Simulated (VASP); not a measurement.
Input:

```xyz
1
Lattice="-1.3472 1.3472 1.3472 1.3472 -1.3472 1.3472 1.3472 1.3472 -1.3472" Properties=species:S:1:pos:R:3 pbc="T T T"
Fe     0.0000     0.0000     0.0000
```
Starting moments (μB, in the order of the record's atoms Fe): 2.0.

Level of theory: LDA (Ceperley-Alder, Perdew-Zunger), VASP's LDA PAW potentials (set 64) (plane waves; VASP). Run with 520 eV cut-off, 18×18×18 Γ-centred mesh, first-order Methfessel-Paxton smearing of 0.10 eV, potentials Fe.

Question: Give the stress tensor in GPa (positive for a compressed cell).

Answer: 
```
16.69   0.00   0.00
 0.00  16.69   0.00
 0.00   0.00  16.69
```
The pressure is its mean diagonal, 16.69 GPa.

The compound is Fe in the bcc structure. This cell is one point of a volume scan, at 0.94 of the reference volume.
